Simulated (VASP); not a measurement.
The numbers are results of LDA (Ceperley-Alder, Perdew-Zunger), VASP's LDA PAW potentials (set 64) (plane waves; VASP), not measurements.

VASP ran on this input.

**KPOINTS**
```
Automatic mesh
0
Gamma
9 9 1
0 0 0
```

**POSCAR**
```
C
1.0
  2.4467838251   0.0000000000   0.0000000000
 -1.2233919125   2.1189773678   0.0000000000
  0.0000000000   0.0000000000  23.3932176684
C
4
Cart
  0.0000000000   0.0000000000  13.3333817849
  0.0000000000   0.0000000000  10.0598358835
 -0.0000012234   1.4126522849  10.0591662854
  1.2233931360   0.7063250829  13.3340513830
```

**INCAR**
```
# general
SYSTEM=C
PREC  =Accurate
ENCUT =520
LREAL =F
LASPH =T

# electronic loop
EDIFF =1E-6
NELM  =100
ALGO  =Normal

# smearing
ISMEAR=0
SIGMA =0.05

# ions
IBRION=2
NSW   =60
ISIF  =3
EDIFFG=-0.02

# output
LWAVE =F
LCHARG=F
```

POTCAR, in this order: C (LDA.64 set). Program: vasp_std.

Output of the run:

### OSZICAR
```
       N       E                     dE             d eps       ncg     rms          rms(c)
DAV:   1     0.122481598834E+03    0.12248E+03   -0.66457E+03   288   0.104E+03
DAV:   2    -0.284571497293E+02   -0.15094E+03   -0.13900E+03   496   0.224E+02
DAV:   3    -0.429704303989E+02   -0.14513E+02   -0.14408E+02   364   0.818E+01
DAV:   4    -0.433410392694E+02   -0.37061E+00   -0.36950E+00   360   0.166E+01
DAV:   5    -0.433528727228E+02   -0.11833E-01   -0.11820E-01   384   0.279E+00    0.942E+00
DAV:   6    -0.411375368161E+02    0.22153E+01   -0.21982E+00   348   0.103E+01    0.537E+00
DAV:   7    -0.403932521815E+02    0.74428E+00   -0.26208E+00   364   0.112E+01    0.136E+00
DAV:   8    -0.403842649416E+02    0.89872E-02   -0.12907E-01   340   0.250E+00    0.169E-01
DAV:   9    -0.403830122049E+02    0.12527E-02   -0.52348E-03   364   0.572E-01    0.102E-01
DAV:  10    -0.403808224885E+02    0.21897E-02   -0.18272E-03   352   0.258E-01    0.709E-02
DAV:  11    -0.403803406677E+02    0.48182E-03   -0.92523E-04   340   0.173E-01    0.374E-02
DAV:  12    -0.403809019935E+02   -0.56133E-03   -0.53888E-04   328   0.136E-01    0.186E-02
DAV:  13    -0.403813193229E+02   -0.41733E-03   -0.83210E-05   316   0.600E-02    0.114E-02
DAV:  14    -0.403818504658E+02   -0.53114E-03   -0.34847E-05   308   0.271E-02    0.986E-03
DAV:  15    -0.403820499211E+02   -0.19946E-03   -0.15494E-05   324   0.187E-02    0.566E-03
DAV:  16    -0.403821216774E+02   -0.71756E-04   -0.34813E-06   316   0.960E-03    0.273E-03
DAV:  17    -0.403821344898E+02   -0.12812E-04   -0.25838E-07   216   0.344E-03    0.697E-04
DAV:  18    -0.403821449208E+02   -0.10431E-04   -0.48074E-07   224   0.326E-03    0.118E-03
DAV:  19    -0.403821463444E+02   -0.14236E-05   -0.51430E-08   212   0.141E-03    0.573E-04
DAV:  20    -0.403821469631E+02   -0.61872E-06   -0.19300E-08   200   0.914E-04
   1 F= -.40382147E+02 E0= -.40381450E+02  d E =-.403821E+02
       N       E                     dE             d eps       ncg     rms          rms(c)
DAV:   1    -0.403821539360E+02   -0.75915E-05   -0.95808E-03   288   0.945E-01    0.510E-02
DAV:   2    -0.403820858313E+02    0.68105E-04   -0.12744E-04   304   0.964E-02    0.334E-02
DAV:   3    -0.403820406001E+02    0.45231E-04   -0.82367E-05   324   0.646E-02    0.411E-03
DAV:   4    -0.403820418129E+02   -0.12129E-05   -0.22954E-06   320   0.120E-02    0.226E-03
DAV:   5    -0.403820434601E+02   -0.16471E-05   -0.51729E-07   208   0.567E-03    0.745E-04
DAV:   6    -0.403820445029E+02   -0.10428E-05   -0.73830E-08   208   0.218E-03    0.470E-04
DAV:   7    -0.403820475715E+02   -0.30687E-05   -0.47403E-07   200   0.301E-03    0.348E-04
DAV:   8    -0.403820479450E+02   -0.37345E-06   -0.38866E-08   228   0.114E-03
   2 F= -.40382048E+02 E0= -.40381351E+02  d E =0.990182E-04
       N       E                     dE             d eps       ncg     rms          rms(c)
DAV:   1    -0.403822293513E+02   -0.18178E-03   -0.41462E-03   288   0.622E-01    0.336E-02
DAV:   2    -0.403822007219E+02    0.28629E-04   -0.55286E-05   332   0.634E-02    0.220E-02
DAV:   3    -0.403821825212E+02    0.18201E-04   -0.35904E-05   320   0.426E-02    0.273E-03
DAV:   4    -0.403821825231E+02   -0.19227E-08   -0.92203E-07   240   0.791E-03
   3 F= -.40382183E+02 E0= -.40381486E+02  d E =-.355600E-04
```

OUTCAR:
```
------------------------ aborting loop because EDIFF is reached ----------------------------------------
  FORCE on cell =-STRESS in cart. coord.  units (eV):
  Direction    XX          YY          ZZ          XY          YZ          ZX
  --------------------------------------------------------------------------------------
  Total       -0.0141281     -0.0141282     -0.0307192     -0.0000000     -0.0000000      0.0000000
  in kB       -0.1865262     -0.1865263     -0.4055685     -0.0000000     -0.0000000      0.0000000
  external PRESSURE =      -0.2595403 kB  Pullay stress =       0.0000000 kB
  volume of cell :      121.35
      direct lattice vectors                 reciprocal lattice vectors
     2.447634435  0.000000000 -0.000000000     0.408557743  0.235880876 -0.000000000
    -1.223817218  2.119714018  0.000000000    -0.000000000  0.471761752 -0.000000000
    -0.000000000  0.000000000 23.390098125     0.000000000 -0.000000000  0.042753134
 POSITION                                       TOTAL-FORCE (eV/Angst)
 -----------------------------------------------------------------------------------
     -0.00000      0.00000     13.33138        -0.000000      0.000000     -0.006189
     -0.00000      0.00000     10.05871        -0.000000     -0.000000      0.006189
     -0.00000      1.41314     10.05763         0.000000      0.000000     -0.004719
      1.22382      0.70657     13.33247         0.000000     -0.000000      0.004719
 -----------------------------------------------------------------------------------
    total drift:                                0.000000      0.000000      0.000000
  FREE ENERGIE OF THE ION-ELECTRON SYSTEM (eV)
  ---------------------------------------------------
  free  energy   TOTEN  =       -40.3821825231 eV

  energy  without entropy=      -40.3807894624  energy(sigma->0) =      -40.38148599

 reached required accuracy - stopping structural energy minimisation
```
(Selected blocks of OUTCAR.)

**CONTCAR**
```
C
   1.00000000000000
     2.4476344352913872    0.0000000000000201   -0.0000000000000000
    -1.2238172175956590    2.1197140182700767    0.0000000000000000
    -0.0000000000000000    0.0000000000000000   23.3900981250093096
  C
     4
Direct
     0.0000000000000000    0.0000000000000000    0.5699584112113297
     0.0000000000000000    0.0000000000000000    0.4300415887886703
     0.3333330000000032    0.6666669999999968    0.4299951681267631
     0.6666669999999968    0.3333330000000032    0.5700048318732368
```

The cell holds a wide vacuum, so values per volume refer to the whole cell.

The cell is a sheet with vacuum, built from a database entry that may be metastable or hypothetical.
